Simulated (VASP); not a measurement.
Output of a VASP run:

File OSZICAR:
```
       N       E                     dE             d eps       ncg     rms          rms(c)
DAV:   1     0.144281776311E+02    0.14428E+02   -0.40596E+03  7332   0.106E+03
DAV:   2    -0.985691265551E+01   -0.24285E+02   -0.23019E+02  7101   0.128E+02
DAV:   3    -0.101504371283E+02   -0.29352E+00   -0.29270E+00  7858   0.195E+01
DAV:   4    -0.101517478338E+02   -0.13107E-02   -0.13106E-02  7795   0.120E+00
DAV:   5    -0.101517594311E+02   -0.11597E-04   -0.11598E-04  7561   0.101E-01    0.126E+01
DAV:   6    -0.899632279946E+01    0.11554E+01   -0.13506E+01  7411   0.600E+01    0.499E+00
DAV:   7    -0.893538701534E+01    0.60936E-01   -0.69108E-01  7428   0.133E+01    0.317E+00
DAV:   8    -0.892826656998E+01    0.71204E-02   -0.64078E-03  8763   0.683E-01    0.146E+00
DAV:   9    -0.891964707985E+01    0.86195E-02   -0.73945E-03  8814   0.732E-01    0.403E-01
DAV:  10    -0.891980359734E+01   -0.15652E-03   -0.93447E-04  8269   0.368E-01    0.137E-01
DAV:  11    -0.891978870530E+01    0.14892E-04   -0.15421E-04  7355   0.171E-01    0.376E-02
DAV:  12    -0.891979001593E+01   -0.13106E-05   -0.57026E-06  7080   0.394E-02    0.995E-03
DAV:  13    -0.891979072190E+01   -0.70597E-06   -0.76056E-07  3754   0.916E-03
   1 F= -.85819409E+01 E0= -.85817657E+01  d E =-.858194E+01  mag=     2.1206
       N       E                     dE             d eps       ncg     rms          rms(c)
DAV:   1    -0.907269009449E+01   -0.15290E+00   -0.39327E+00  7309   0.352E+01    0.402E+00
DAV:   2    -0.891267575379E+01    0.16001E+00   -0.14226E+00  7412   0.188E+01    0.304E+00
DAV:   3    -0.890431855179E+01    0.83572E-02   -0.53306E-02  7511   0.381E+00    0.131E+00
DAV:   4    -0.890260342680E+01    0.17151E-02   -0.80141E-04  7447   0.435E-01    0.250E-01
DAV:   5    -0.890115422835E+01    0.14492E-02   -0.19823E-03  7626   0.431E-01    0.409E-02
DAV:   6    -0.890117220630E+01   -0.17978E-04   -0.27994E-05  7297   0.586E-02    0.245E-02
DAV:   7    -0.890117192480E+01    0.28150E-06   -0.28332E-06  7094   0.299E-02
   2 F= -.85792052E+01 E0= -.85791663E+01  d E =0.273570E-02  mag=     2.0432
       N       E                     dE             d eps       ncg     rms          rms(c)
DAV:   1    -0.897401712637E+01   -0.72845E-01   -0.13382E+00  7288   0.211E+01    0.235E+00
DAV:   2    -0.892187061477E+01    0.52147E-01   -0.56377E-01  7396   0.113E+01    0.197E+00
DAV:   3    -0.891759479937E+01    0.42758E-02   -0.28840E-02  7508   0.277E+00    0.775E-01
DAV:   4    -0.891700246131E+01    0.59234E-03   -0.44753E-04  7602   0.354E-01    0.179E-01
DAV:   5    -0.891648806214E+01    0.51440E-03   -0.66293E-04  7289   0.298E-01    0.304E-02
DAV:   6    -0.891649356738E+01   -0.55052E-05   -0.29333E-05  7656   0.694E-02    0.142E-02
DAV:   7    -0.891649447115E+01   -0.90377E-06   -0.13045E-06  6287   0.181E-02
   3 F= -.85854774E+01 E0= -.85854136E+01  d E =-.353646E-02  mag=     2.0930
```

**OUTCAR**
```
------------------------ aborting loop because EDIFF is reached ----------------------------------------
  FORCE on cell =-STRESS in cart. coord.  units (eV):
  Direction    XX          YY          ZZ          XY          YZ          ZX
  --------------------------------------------------------------------------------------
  Total        0.3295733      0.3295733      0.3295733     -0.0000000      0.0000000      0.0000000
  in kB       49.7819102     49.7819102     49.7819102     -0.0000000      0.0000000      0.0000000
  external PRESSURE =      -0.2180898 kB  Pullay stress =      50.0000000 kB
  volume of cell :       10.61
      direct lattice vectors                 reciprocal lattice vectors
    -1.384130416  1.384130416  1.384130416     0.000000000  0.361237636  0.361237636
     1.384130416 -1.384130416  1.384130416     0.361237636  0.000000000  0.361237636
     1.384130416  1.384130416 -1.384130416     0.361237636  0.361237636  0.000000000
 POSITION                                       TOTAL-FORCE (eV/Angst)
 -----------------------------------------------------------------------------------
      0.00000      0.00000     -0.00000         0.000000     -0.000000      0.000000
 -----------------------------------------------------------------------------------
    total drift:                                0.000000      0.000000      0.000000
  FREE ENERGIE OF THE ION-ELECTRON SYSTEM (eV)
  ---------------------------------------------------
  free  energy   TOTEN  =        -8.9164944711 eV

  energy  without entropy=       -8.9163030877  energy(sigma->0) =       -8.91643068
  enthalpy is  TOTEN    =        -8.5854773552 eV   P V=        0.3310171159

 total charge

# of ion       s       p       d       tot
------------------------------------------
    1        0.521   0.610   6.294   7.425

 magnetization (x)

# of ion       s       p       d       tot
------------------------------------------
    1       -0.011  -0.046   2.127   2.070

 reached required accuracy - stopping structural energy minimisation
```
(Selected blocks of OUTCAR.)

POSCAR:
```
Fe
1
   -1.3935891626     1.3935891626     1.3935891626
    1.3935891626    -1.3935891626     1.3935891626
    1.3935891626     1.3935891626    -1.3935891626
Fe
1
Direct
  0.0000000000   0.0000000000   0.0000000000
```

Reconstruct the remaining input files.

One answer among several that fit: the input of the run itself, PBEsol GGA, plane waves, VASP's PBE PAW potentials (set 64).

### INCAR
```
EDIFF  =  1E-6   # SCF stop (eV)
LWAVE  =  .FALSE.
ISMEAR  =  1   # Methfessel-Paxton
LREAL  =  .FALSE.   # projection in real space or not
ALGO  =  Normal   # blocked Davidson
SYSTEM  =  Fe
LMAXMIX  =  4   # l cut-off of mixed one-centre charges
PREC  =  Accurate
GGA  =  PS   # PBEsol
SIGMA  =  0.1   # width (eV)
LORBIT  =  10
MAGMOM  =  2.1
LCHARG  =  .FALSE.
ISPIN  =  2
LASPH  =  .TRUE.
NELM  =  100   # most electronic steps
IBRION  =  2   # conjugate gradients
ISIF  =  3
NSW  =  40   # most ionic steps
EDIFFG  =  -0.02   # ionic stop
ENCUT  =  500
PSTRESS  =  50   # kbar
```

### KPOINTS
```
Automatic
0
G
  18 18 18
```

POTCAR, in this order: Fe (PBE.64 set). Program: vasp_std.

Energy and stress use the plane-wave basis of the starting cell.

The compound is Fe in the bcc structure. This run relaxes it under an external pressure of 5 GPa. Symmetry was kept, so distortions that lower it aren't found.
